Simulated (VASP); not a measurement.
Output of a VASP run:

### OUTCAR
```
 ion  position               nearest neighbor table
   1  0.000  0.000  0.000-   3 2.07   6 2.07   5 2.09   4 2.09   4 2.09   5 2.09   2 3.76   2 3.76
                             2 3.76   2 3.76   2 3.76   2 3.76   2 3.76   2 3.76
   2  0.500  0.500  0.500-   4 2.07   5 2.07   3 2.09   6 2.09   3 2.09   6 2.09   1 3.76   1 3.76
                             1 3.76   1 3.76   1 3.76   1 3.76   1 3.76   1 3.76
   3  0.306  0.306  0.000-   1 2.07   2 2.09   2 2.09
   4  0.806  0.194  0.500-   2 2.07   1 2.09   1 2.09
   5  0.194  0.806  0.500-   2 2.07   1 2.09   1 2.09
   6  0.694  0.694  0.000-   1 2.07   2 2.09   2 2.09
  LATTYP: Found a simple tetragonal cell.
 ALAT       =     4.7918769701
 C/A-ratio  =     0.6760507806
 Subroutine PRICEL returns:
 Original cell was already a primitive cell.
 Subroutine GETGRP returns: Found 16 space group operations
The static configuration has the point symmetry D_2h.
 The point group associated with its full space group is D_4h.
The dynamic configuration has the point symmetry D_2h.
 Subroutine INISYM returns: Found 16 space group operations
 Subroutine IBZKPT returns following result:
 Found     30 irreducible k-points:

 Following reciprocal coordinates:
            Coordinates               Weight
  0.000000  0.000000  0.000000      1.000000
  0.200000  0.000000  0.000000      4.000000
  0.400000  0.000000  0.000000      4.000000
  0.200000  0.200000  0.000000      4.000000
  0.400000  0.200000  0.000000      8.000000
  0.400000  0.400000  0.000000      4.000000
  0.000000  0.000000  0.125000      2.000000
  0.200000  0.000000  0.125000      8.000000
  0.400000  0.000000  0.125000      8.000000
  0.200000  0.200000  0.125000      8.000000
  0.400000  0.200000  0.125000     16.000000
  0.400000  0.400000  0.125000      8.000000
  0.000000  0.000000  0.250000      2.000000
  0.200000  0.000000  0.250000      8.000000
  0.400000  0.000000  0.250000      8.000000
  0.200000  0.200000  0.250000      8.000000
  0.400000  0.200000  0.250000     16.000000
  0.400000  0.400000  0.250000      8.000000
  0.000000  0.000000  0.375000      2.000000
  0.200000  0.000000  0.375000      8.000000
  0.400000  0.000000  0.375000      8.000000
  0.200000  0.200000  0.375000      8.000000
  0.400000  0.200000  0.375000     16.000000
  0.400000  0.400000  0.375000      8.000000
  0.000000  0.000000  0.500000      1.000000
  0.200000  0.000000  0.500000      4.000000
  0.400000  0.000000  0.500000      4.000000
  0.200000  0.200000  0.500000      4.000000
  0.400000  0.200000  0.500000      8.000000
  0.400000  0.400000  0.500000      4.000000
   k-points           NKPTS =     30   k-points in BZ     NKDIM =     30   number of bands    NBANDS=     31
   number of dos      NEDOS =    601   number of ions     NIONS =      6
   total plane-waves  NPLWV =  31104
   dimension x,y,z NGX =    36 NGY =   36 NGZ =   24
   dimension x,y,z NGXF=    72 NGYF=   72 NGZF=   48
   ions per type =               2   4
   PREC   = accura    normal or accurate (medium, high low for compatibility)
   ISTART =      0    job   : 0-new  1-cont  2-samecut
   ICHARG =      2    charge: 1-file 2-atom 10-const
   ISPIN  =      1    spin polarized calculation?
   LNONCOLLINEAR =      F non collinear calculations
   LSORBIT =      F    spin-orbit coupling
   INIWAV =      1    electr: 0-lowe 1-rand  2-diag
   ENCUT  =  520.0 eV  38.22 Ry    6.18 a.u.   8.91  8.91  6.02*2*pi/ulx,y,z
   NELM   =    100;   NELMIN=  2; NELMDL= -5     # of ELM steps
   EDIFF  = 0.1E-06   stopping-criterion for ELM
   LREAL  =      F    real-space projection
   NLSPLINE    = F    spline interpolate recip. space projectors
   LMAXMIX     =    4 max onsite mixed and CHGCAR
   VOSKOWN=      0    Vosko Wilk Nusair interpolation
   EDIFFG = 0.1E-05   stopping-criterion for IOM
   NSW    =      0    number of steps for IOM
   NBLOCK =      1;   KBLOCK =      1    inner block; outer block
   IBRION =     -1    ionic relax: 0-MD 1-quasi-New 2-CG
   NFREE  =      0    steps in history (QN), initial steepest desc. (CG)
   ISIF   =      2    stress and relaxation
...
```

### OSZICAR
```
       N       E                     dE             d eps       ncg     rms          rms(c)
DAV:   1     0.664670352093E+03    0.66467E+03   -0.26314E+04  1959   0.261E+03
DAV:   2     0.648427206895E+02   -0.59983E+03   -0.58042E+03  2109   0.667E+02
DAV:   3    -0.281201359763E+02   -0.92963E+02   -0.92078E+02  2182   0.226E+02
DAV:   4    -0.325869774699E+02   -0.44668E+01   -0.44502E+01  2218   0.549E+01
DAV:   5    -0.327320745979E+02   -0.14510E+00   -0.14506E+00  2342   0.995E+00    0.156E+01
DAV:   6    -0.264659291561E+02    0.62661E+01   -0.25705E+01  3062   0.731E+01    0.561E+00
DAV:   7    -0.265595694270E+02   -0.93640E-01   -0.20847E+00  2077   0.870E+00    0.318E+00
DAV:   8    -0.265291526019E+02    0.30417E-01   -0.32214E-01  2848   0.529E+00    0.802E-01
DAV:   9    -0.265126233972E+02    0.16529E-01   -0.94130E-02  2921   0.399E+00    0.148E-01
DAV:  10    -0.265131265198E+02   -0.50312E-03   -0.59287E-03  2740   0.772E-01    0.480E-02
DAV:  11    -0.265131577425E+02   -0.31223E-04   -0.41305E-04  2949   0.246E-01    0.211E-02
DAV:  12    -0.265131621224E+02   -0.43799E-05   -0.32134E-05  2170   0.442E-02    0.166E-02
DAV:  13    -0.265131578631E+02    0.42593E-05   -0.17924E-05  2914   0.539E-02    0.146E-03
DAV:  14    -0.265131580954E+02   -0.23236E-06   -0.15630E-06  2425   0.107E-02    0.610E-04
DAV:  15    -0.265131581035E+02   -0.80881E-08   -0.41222E-08  1446   0.198E-03
   1 F= -.26513158E+02 E0= -.26513158E+02  d E =0.000000E+00
```

File OUTCAR:
```
------------------------ aborting loop because EDIFF is reached ----------------------------------------
  FORCE on cell =-STRESS in cart. coord.  units (eV):
  Direction    XX          YY          ZZ          XY          YZ          ZX
  --------------------------------------------------------------------------------------
  Total        0.0663794      0.0663794     -0.0550087     -0.0000000      0.0000000      0.0000000
  in kB        1.4297094      1.4297094     -1.1848013     -0.0000000      0.0000000      0.0000000
  external PRESSURE =       0.5582058 kB  Pullay stress =       0.0000000 kB
  volume of cell :       74.39
      direct lattice vectors                 reciprocal lattice vectors
     4.791876970  0.000000000  0.000000000     0.208686493  0.000000000  0.000000000
     0.000000000  4.791876970  0.000000000     0.000000000  0.208686493  0.000000000
     0.000000000  0.000000000  3.239552166     0.000000000  0.000000000  0.308684642
 POSITION                                       TOTAL-FORCE (eV/Angst)
 -----------------------------------------------------------------------------------
      0.00000      0.00000      0.00000         0.000000      0.000000      0.000000
      2.39594      2.39594      1.61978         0.000000      0.000000      0.000000
      1.46694      1.46694      0.00000         0.008907      0.008907      0.000000
      3.86288      0.92899      1.61978         0.008907     -0.008907      0.000000
      0.92899      3.86288      1.61978        -0.008907      0.008907      0.000000
      3.32493      3.32493      0.00000        -0.008907     -0.008907      0.000000
 -----------------------------------------------------------------------------------
    total drift:                               -0.000000      0.000000      0.000000
  FREE ENERGIE OF THE ION-ELECTRON SYSTEM (eV)
  ---------------------------------------------------
  free  energy   TOTEN  =       -26.5131581035 eV

  energy  without entropy=      -26.5131581035  energy(sigma->0) =      -26.51315810

 total charge

# of ion       s       p       d       tot
------------------------------------------
    1        0.877   1.041  10.343  12.261
    2        0.877   1.041  10.343  12.261
    3        1.555   3.484   0.000   5.039
    4        1.555   3.484   0.000   5.039
    5        1.555   3.484   0.000   5.039
    6        1.555   3.484   0.000   5.039
--------------------------------------------------
tot          7.973  16.020  20.686  44.679

 Electric field gradients after diagonalization (V/A^2)
 (convention: |V_zz| > |V_xx| > |V_yy|)
----------------------------------------------------------------------
 ion       V_xx      V_yy      V_zz     asymmetry (V_yy - V_xx)/ V_zz
----------------------------------------------------------------------
   1     -46.414    -7.320    53.734       0.728
   2     -46.414    -7.320    53.734       0.728
   3      61.435    49.012  -110.448       0.112
   4      61.435    49.012  -110.448       0.112
   5      61.435    49.012  -110.448       0.112
   6      61.435    49.012  -110.448       0.112
```
(Selected blocks of OUTCAR.)

**POSCAR**
```
SnO2
1
    4.7918769701    -0.0000000000     0.0000000000
    0.0000000000     4.7918769701     0.0000000000
    0.0000000000     0.0000000000     3.2395521661
Sn O
2 4
Direct
  0.0000000000   0.0000000000   0.0000000000
  0.5000000000   0.5000000000   0.5000000000
  0.3061314539   0.3061314539   0.0000000000
  0.8061314539   0.1938685461   0.5000000000
  0.1938685461   0.8061314539   0.5000000000
  0.6938685461   0.6938685461   0.0000000000
```

Question: Reconstruct the remaining input files.

Answer: Several could match; the one computed here: the input of the run itself, rev-vdW-DF2, plane waves, VASP's PBE PAW potentials (set 64).

### INCAR
```
SYSTEM = SnO2
PREC = Accurate
ENCUT = 520
EDIFF = 1E-7
NELM = 100
ALGO = Normal
LREAL = .FALSE.
LASPH = .TRUE.
ISMEAR = -5
GGA = MK
PARAM1 = 0.1234568
PARAM2 = 0.7114
ZAB_VDW = -1.8867
LUSE_VDW = .TRUE.
AGGAC = 0.0
LMAXMIX = 4
LWAVE = .FALSE.
LCHARG = .TRUE.
LORBIT = 11
NEDOS = 601
ISIF = 2
LEFG = .TRUE.
```

**KPOINTS**
```
kpoints
0
Gamma
 5 5 8
0 0 0
```

POTCAR, in this order: Sn_d O (PBE.64 set). Program: vasp_std.

The compound is SnO2 in the rutile structure. It was relaxed first.
